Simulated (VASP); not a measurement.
Input:

```
CaS
1.0
    0.00000     2.78561     2.78561
    2.78561     0.00000     2.78561
    2.78561     2.78561     0.00000
Ca S
1 1
Cartesian
  0.00000   0.00000   0.00000
  2.78561   2.78561   2.78561
```

Calculation: LDA (Ceperley-Alder, Perdew-Zunger), VASP's LDA PAW potentials (set 64) (plane waves; VASP 6.6.1). Numerical set-up: 400 eV cut-off, Gaussian smearing of 0.050 eV, potentials Ca_sv S.

**Question.** Predict the band gap (along the path) with the smallest direct gap where there is one.

**Answer.** 
band gap (along the path): 1.97 eV
smallest direct gap (along the path): 2.84 eV

The compound is CaS in the rock salt structure. It was relaxed first, which changed the volume by -6 %.
